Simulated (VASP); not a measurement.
Computed with revPBE GGA, VASP's PBE PAW potentials (set 64) (plane waves; VASP).

VASP input:

### KPOINTS
```
Regular mesh
0
Gamma
6 6 6
```

**POSCAR**
```
KCl
1
   -0.0000000000     3.2780435600     3.2780435600
    3.2780435600     0.0000000000     3.2780435600
    3.2780435600     3.2780435600     0.0000000000
K Cl
1 1
Direct
  0.0000000000   0.0000000000   0.0000000000
  0.5000000000   0.5000000000   0.5000000000
```

INCAR:
```
ALGO = Normal
EDIFF = 1E-6
EDIFFG = -0.01
ENCUT = 520
GGA = RE
IBRION = 2
ISIF = 3
ISMEAR = 0
LASPH = .TRUE.
LCHARG = .FALSE.
LREAL = .FALSE.
LWAVE = .FALSE.
NELM = 100
NSW = 60
PREC = Accurate
SIGMA = 0.05
SYSTEM = KCl
```

POTCAR, in this order: K_sv Cl (PBE.64 set). Program: vasp_std.

Output of the run:

### OSZICAR
```
       N       E                     dE             d eps       ncg     rms          rms(c)
DAV:   1     0.106358379613E+03    0.10636E+03   -0.70948E+03   384   0.117E+03
DAV:   2     0.567672280026E+00   -0.10579E+03   -0.99191E+02   496   0.274E+02
DAV:   3    -0.655170986110E+01   -0.71194E+01   -0.70800E+01   488   0.654E+01
DAV:   4    -0.681661820621E+01   -0.26491E+00   -0.26464E+00   716   0.114E+01
DAV:   5    -0.681742157140E+01   -0.80337E-03   -0.80335E-03   496   0.678E-01    0.295E+00
DAV:   6    -0.648470056859E+01    0.33272E+00   -0.62194E-01   460   0.412E+00    0.241E+00
DAV:   7    -0.647560810448E+01    0.90925E-02   -0.17369E-01   484   0.249E+00    0.145E+00
DAV:   8    -0.650151867777E+01   -0.25911E-01   -0.33473E-02   456   0.156E+00    0.210E-01
DAV:   9    -0.650399502353E+01   -0.24763E-02   -0.31550E-03   500   0.401E-01    0.128E-01
DAV:  10    -0.650550856849E+01   -0.15135E-02   -0.19284E-03   404   0.356E-01    0.225E-02
DAV:  11    -0.650554513425E+01   -0.36566E-04   -0.70597E-05   548   0.580E-02    0.119E-02
DAV:  12    -0.650556022223E+01   -0.15088E-04   -0.25329E-05   452   0.398E-02    0.701E-03
DAV:  13    -0.650556087171E+01   -0.64947E-06   -0.22486E-06   484   0.124E-02
   1 F= -.65055609E+01 E0= -.65055609E+01  d E =-.650556E+01
```

**OUTCAR**
```
------------------------ aborting loop because EDIFF is reached ----------------------------------------
  FORCE on cell =-STRESS in cart. coord.  units (eV):
  Direction    XX          YY          ZZ          XY          YZ          ZX
  --------------------------------------------------------------------------------------
  Total       -0.0086305     -0.0086305     -0.0086305      0.0000000      0.0000000      0.0000000
  in kB       -0.1962787     -0.1962787     -0.1962787      0.0000000      0.0000000      0.0000000
  external PRESSURE =      -0.1962787 kB  Pullay stress =       0.0000000 kB
  volume of cell :       70.45
      direct lattice vectors                 reciprocal lattice vectors
     0.000000000  3.278043560  3.278043560    -0.152530005  0.152530005  0.152530005
     3.278043560  0.000000000  3.278043560     0.152530005 -0.152530005  0.152530005
     3.278043560  3.278043560  0.000000000     0.152530005  0.152530005 -0.152530005
  FREE ENERGIE OF THE ION-ELECTRON SYSTEM (eV)
  ---------------------------------------------------
  free  energy   TOTEN  =        -6.5055608717 eV

  energy  without entropy=       -6.5055608717  energy(sigma->0) =       -6.50556087

 reached required accuracy - stopping structural energy minimisation
```
(Selected blocks of OUTCAR.)

### OUTCAR
```
 val. band max:       -2.1659443846   @ k =   0.0000   0.0000   0.0000

 cond. band min:       2.9367710385   @ k =   0.0000   0.0000   0.0000


 Fermi energy:        -1.9068075573

 k-point     1 :       0.0000    0.0000    0.0000
  band No.  band energies     occupation
      1     -29.7836      2.00000
      2     -14.1552      2.00000
      3     -13.2073      2.00000
      4     -13.2073      2.00000
      5     -13.2073      2.00000
      6      -2.1659      2.00000
      7      -2.1659      2.00000
      8      -2.1659      2.00000
      9       2.9368      0.00000
     10       6.2871      0.00000
     11       6.2871      0.00000
     12       6.2871      0.00000

 k-point     2 :       0.1667    0.0000    0.0000
  band No.  band energies     occupation
      1     -29.7823      2.00000
      2     -14.2007      2.00000
      3     -13.2089      2.00000
      4     -13.2089      2.00000
      5     -13.1525      2.00000
      6      -2.4042      2.00000
      7      -2.2261      2.00000
      8      -2.2261      2.00000
      9       3.4919      0.00000
     10       6.1254      0.00000
     11       6.5860      0.00000
     12       6.5860      0.00000

 k-point     3 :       0.3333    0.0000    0.0000
  band No.  band energies     occupation
      1     -29.7797      2.00000
      2     -14.2798      2.00000
      3     -13.2121      2.00000
      4     -13.2121      2.00000
      5     -13.0546      2.00000
      6      -2.8062      2.00000
      7      -2.3417      2.00000
      8      -2.3417      2.00000
      9       4.6764      0.00000
     10       6.0636      0.00000
     11       7.3888      0.00000
     12       7.3888      0.00000

 k-point     4 :       0.5000    0.0000    0.0000
  band No.  band energies     occupation
      1     -29.7784      2.00000
      2     -14.3150      2.00000
      3     -13.2136      2.00000
      4     -13.2136      2.00000
      5     -13.0098      2.00000
      6      -2.9817      2.00000
...
```

The compound is KCl in the rock salt structure. It was relaxed first, which changed the volume by +13 %. The start is the result of an earlier pass.
